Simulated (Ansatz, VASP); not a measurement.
# Hf (Hafnium) in two plane-wave programs, part 2 of 2

Aim: how closely do two programs agree when they are given the same cell, functional and k mesh? The cell is taken from a series of runs on this material, whose earlier steps may have relaxed, scaled, displaced or heated it; both programs get it as it stands.

VASP 6.6.1 and Ansatz 0.2.0.

So far: Starting point; VASP: zone-centre phonons, LDA.

## Step 3: Ansatz: zone-centre phonons, LDA

Level of this step: Ansatz beside VASP: Kohn-Sham DFT, plane waves, LDA (Ansatz).

Ansatz runs on its PAW soft_1 files.

The same cell, functional (in two slightly different forms), mesh and smearing now go to Ansatz, which takes its cutoff from its data sets.

Contents of input.yaml:

```yaml
crystal:
  lattice:
    - [3.1022784384, 0.0, 0.0]
    - [-1.5511392192, 2.6866519373, 0.0]
    - [0.0, 0.0, 5.0382191694]
  atoms:
    - { symbol: Hf, position: [0.3333333325, 0.6666666675, 0.25] }
    - { symbol: Hf, position: [0.6666666675, 0.3333333325, 0.75] }
kpoints:
  mp_grid: { grid: [15, 15, 8] }
hamiltonian:
  xc: lda
  pseudopotentials: { kind: paw, azcp: { folder: soft_1 }, xc_functional: pbe }
scf:
  occupations: { method: methfessel_paxton, width: 0.2 }
output:
  eigenvalues: true
phonons:
  method: dfpt
```

Command:

```bash
$ ansatz run input.yaml --threads 4 --pin off --max-ram 10240MiB --backend cpu --events-out ev --progress --plain --runs-dir out
```

Numbers of over 12 decimals in the logs are rounded to 6 here.

Output:

```text
zone centre: on kpoints.mp_grid the ground state, and the responses unless they are solved on pairs of k-points, stand on 320 of the mesh's 1800 k-points, reduced under 4 symmetry operations, with k and −k counted as one. Each operation leaves every solved displacement unchanged or reverses it
Engine: ansatz 0.2.0, aarch64-unknown-linux-gnu
Pseudopotentials: kind: paw
Pseudopotential: Hf, paw, valence charge 26, recommended cutoff 420 eV (normal), soft_1/Hf.paw.azcp
Functional definition: SPW92
  exchange = slater_x
  correlation = pw_c
Crystal: 2 atoms, lattice volume = 41.992 Å³
Basis set: ecut = 420 eV, 833 PW (Γ), exchange–correlation on 48×48×72 points (8 copies of the dense FFT grid, shifted against one another)
Bands: 32, of which v1, the nominal top of the filled ones, is band 26 counted from 1 (25 counted from 0)
Symmetry: 24 space group operations
k-points: 320 of 1800 (irreducible under 4 space group operations, time reversal used)
Non-local potential: Hf, projectors of the file, l = 0: 3, l = 1: 2, l = 2: 2, l = 3: 3
PAW form: soft (Blöchl's): semilocal exchange-correlation on the pseudo side does not see the compensation charge
PAW frozen core: Hf, regenerated for the run's functional, and the local potential with it (the file was generated under x = pbe(κ = 0.804, μ = 0.219515), c = pbe(β = 0.066725))
PAW one-centre angular grid: Hf, 590 points (default); XC on 64 Gauss nodes
Initial density: superposition of atomic densities (chi_scale 0.1, normalization cell)
Initial wavefunctions: pseudopotential atomic-orbital guess
Functional: x = slater, c = lda
SCF iter   1: F=—  HF=-30955.196473 eV  |F-HF|=—  |Δ(HF+E_count)|=         —  Δρ=3.39e-2  dr2=5.67e-1  ethr=3.10e-3  ⟨swp⟩=4.8  Hψ=34543  notcnv=0
preconditioner: auto → Kerker (q_TF=auto, 2.827 Å⁻¹)  [metal: Δε(μ)=0.004 eV  Ē_g=16.973 eV  σ=0.200 eV  W_gap=0.02  n_scr=22 (ndim 8)  ℏωp=39.7 eV  f_vac=0.000  D(μ)=1.44/eV (n_scr^D=8)]
SCF iter   2: F=—  HF=-30955.066054 eV  |F-HF|=—  |Δ(HF+E_count)|=   1.30e-1  S|Δr|=    0.00e0  Δρ=2.11e-2  dr2=2.20e-1  ethr=1.09e-3  ⟨swp⟩=2.1  Hψ=18633  notcnv=0  defer=4
SCF iter   3: F=—  HF=-30955.014097 eV  |F-HF|=—  |Δ(HF+E_count)|=   5.20e-2  S|Δr|=    0.00e0  Δρ=8.14e-3  dr2=3.19e-2  ethr=4.22e-4  ⟨swp⟩=2.0  Hψ=15960  notcnv=0  defer=17
SCF iter   4: F=—  HF=-30954.975680 eV  |F-HF|=—  |Δ(HF+E_count)|=   3.84e-2  S|Δr|=    0.00e0  Δρ=3.05e-3  dr2=1.87e-3  ethr=6.14e-5  ⟨swp⟩=2.0  Hψ=18463  notcnv=0  defer=21
SCF iter   5: F=—  HF=-30954.976684 eV  |F-HF|=—  |Δ(HF+E_count)|=   1.00e-3  S|Δr|=    0.00e0  Δρ=6.21e-4  dr2=1.50e-4  ethr=3.60e-6  ⟨swp⟩=2.8  Hψ=17627  notcnv=0  defer=21
SCF iter   6: F=—  HF=-30954.976807 eV  |F-HF|=—  |Δ(HF+E_count)|=   1.23e-4  S|Δr|=    0.00e0  Δρ=1.25e-4  dr2=5.17e-6  ethr=2.89e-7  ⟨swp⟩=2.0  Hψ=18445  notcnv=0  defer=21
SCF iter   7: F=—  HF=-30954.976820 eV  |F-HF|=—  |Δ(HF+E_count)|=   1.24e-5  S|Δr|=    0.00e0  Δρ=2.68e-5  dr2=2.84e-7  ethr=9.95e-9  ⟨swp⟩=2.1  Hψ=18516  notcnv=0  defer=21
SCF iter   8: F=—  HF=-30954.976819 eV  |F-HF|=—  |Δ(HF+E_count)|=   1.10e-6  S|Δr|=    0.00e0  Δρ=4.83e-6  dr2=9.21e-9  ethr=5.46e-10  ⟨swp⟩=2.7  Hψ=17398  notcnv=0  defer=151
SCF iter   9: F=—  HF=-30954.976819 eV  |F-HF|=—  |Δ(HF+E_count)|=   2.91e-9  S|Δr|=    0.00e0  Δρ=8.02e-7  dr2=2.09e-10  ethr=1.77e-11  ⟨swp⟩=2.1  Hψ=16789  notcnv=0  defer=151
SCF iter  10: F=—  HF=-30954.976819 eV  |F-HF|=—  |Δ(HF+E_count)|=  1.46e-11  S|Δr|=    0.00e0  Δρ=2.18e-7  dr2=1.18e-11  ethr=1.00e-12  ⟨swp⟩=1.7  Hψ=11808  notcnv=0  defer=151
SCF iter  11: F=-30954.976819 eV  HF=-30954.976819 eV  |F-HF|=0.00e0  |Δ(HF+E_count)|=    0.00e0  S|Δr|=    0.00e0  Δρ=4.62e-8  dr2=3.27e-13  ethr=1.00e-12  ⟨swp⟩=9.1  Hψ=55232  notcnv=0
the search or the solves at the SCF's close seem to have found levels that the self-consistency loop had missed (the run counts 5). By its estimate they hold under 1e-12 electrons; where the run keeps them, the occupations were computed again with them
SCF 1 converged in 11 iterations: F = -30954.976819 eV  dr2 = 3.27e-13
  greatest PAW one-centre occupation: 0.998 electrons in one spin orbital (limit 2), on the Hf atom at site 1 (counted from 0), in its partial waves of l = 3
DFPT response loops at Γ: preconditioner auto → Kerker (q_TF=auto, 2.827 Å⁻¹) (partly filled bands, converged f_vac=0.000); β = 1.00, the filter's whole step (`scf.mixing.beta` (0.50) is not read by the response loops under this deck's `scf.mixing.preconditioner`; to damp them name `kerker` or `kerker_dos`, under which they read `scf.mixing.beta`, and type it under 1.00, their step now; both keys bind the ground state too); Broyden in place of MSR1
SCF converged after 11 iterations
Stability not checked: this state was not tested for a lower state beside it, because cold or Methfessel-Paxton smearing, or corrected tetrahedra, fill the levels in a way that the test cannot read (fill_not_monotonic; see scf.lower_state_search)
Free energy (F): -30954.976819 eV
Harris-Foulkes:  -30954.976819 eV  (|F-HF|=0.00e0)
Internal energy: -30954.978990 eV  (E = F + TS)
E sigma→0 (E₀):  -30954.977361 eV
Entropy (-TS):   0.002171 eV (1.086 meV/atom)
Fermi energy:    19.132143 eV
Step filling:    the computed levels leave a gap of 0.0000 eV = 0.0 smearing widths at the electron count; against every level under it full and every level over it empty, smearing changes F+E_penalty+E_count by +0.315 meV and its σ→0 estimate by -0.227 meV
--- Per-component energies (eV) ---
  E_band       = 37.178988
  E_kinetic    = 824.308559
  E_local      = -12310.891084  (includes V_loc(G=0)·N_el)
  E_nonlocal   = 142.802686
  E_hartree    = 6012.753176
  E_xc         = -530.689441
  E_vxc        = -512.318487  (∫ρ·V_xc dr)
  E_paw        = -14907.456506  (= ΣΔE_a)
  E_vpaw       = -132.229249  (= ΣTr[D̂ρ^β])
  E_aug_tail   = 0.000212  (compensation charges beyond the density's cutoff)
  E_ewald      = -10190.720769
  E_core_change = 4.914176  (= ΣΔE_core)
  E_smearing   = 0.002171  (= −TS)
  E_closure    = -0.000000  (closes the sum)
  Σ components = -30954.976819   (vs F -30954.976819, Δ=0.00e0)
--- Band table (eV; the first three rows and the last of 320) ---
  k-point 0: bands = [... 22 lower, 11.5621, 15.1456, 19.9060, 20.2782, 20.3025, 20.3025, 21.1129, 21.1129, ... 2 higher]
  k-point 1: bands = [... 22 lower, 11.7118, 15.0822, 19.6773, 20.1591, 20.2352, 20.2352, 21.0036, 21.0036, ... 2 higher]
  k-point 2: bands = [... 22 lower, 12.1430, 14.8358, 19.2427, 19.8439, 20.1350, 20.1350, 20.7431, 20.7431, ... 2 higher]
  k-point 319: bands = [... 22 lower, 16.1355, 16.1355, 18.3137, 18.3137, 19.1243, 19.1243, 21.3751, 21.3751, ... 2 higher]
--- Phonons (Γ-DFPT): 2 representative perturbations + reference, on 320 of 1800 k-points (Σ response iterations 6) ---
  k mesh reduced under 4 symmetry operations, with k and −k counted as one. Each operation leaves every solved displacement unchanged or reverses it
  ASR residual: 3.624e-5 → 0.000e0 eV/Å²; symmetrization residual: 6.409e-12 eV/Å²
  ASR residual per site (eV/Å²): 3.62e-5 3.62e-5
  Γ frequencies (cm⁻¹): 0.00 0.00 0.00 68.54 68.54 102.50
  non-analytic LO–TO correction: not included (Born effective charges unavailable; polar crystals: no LO–TO splitting at Γ)
```

Reading the cycles: dr2 is the Hartree energy of the density residual (eV), the measure of convergence; HF is the Harris–Foulkes estimate of the energy, which meets the free energy F at convergence.

## Step 4: Comparison

Known differences besides the potentials themselves: the data sets hold 52 valence electrons in Ansatz (on its PAW soft_1 files) and 20 in VASP; the cutoff is 420 eV in Ansatz and 500 eV in VASP; VASP's log shows a relativistic correction to its local exchange, Ansatz's none. Total energies have different zeros and are not compared.

Both answers:

| quantity | Ansatz | VASP | difference |
| --- | --- | --- | --- |
| optical mode 1 to 2 (cm⁻¹) | 68.5 | 67.5 | +1.54 % |
| optical mode 3 (cm⁻¹) | 102.5 | 102.1 | +0.39 % |

Modes are paired by rising frequency, not by their patterns, so a pair may set unlike modes beside each other; they are those without the splitting of longitudinal modes.

## Step 5: Results

```json
{
  "r.m.s. difference of the optical zone-centre modes, each program's sorted by frequency (zone-centre phonons, LDA)": "0.88 cm⁻¹",
  "difference in optical mode 1 to 2 (zone-centre phonons, LDA)": "+1.5 %"
}
```

What this shows: The r.m.s. difference of the optical zone-centre modes, each program's sorted by frequency is 0.88 cm⁻¹ (zone-centre phonons, LDA). The data sets hold unlike numbers of valence electrons (52 in Ansatz and 20 in VASP), so part of the differences comes from the potentials. Among the rows given in per cent, the largest difference of the zone-centre phonons, LDA pair is in optical mode 1 to 2, +1.5 %. How closely two codes agree says nothing of how well the functional describes the real material.

[Lines on the potential files, build, host, timing and source positions are cut from VASP's logs without a mark.]

[Logs are printed without paths, hosts, clocks, repeated set-up lines and the standing remarks that a program may print on its own settings, such as how far it seeks lower states.]

[Hosts, paths, dates, database ids (printed as entryN), source tags and the programs' standing remarks are cut or masked in the printed files.]
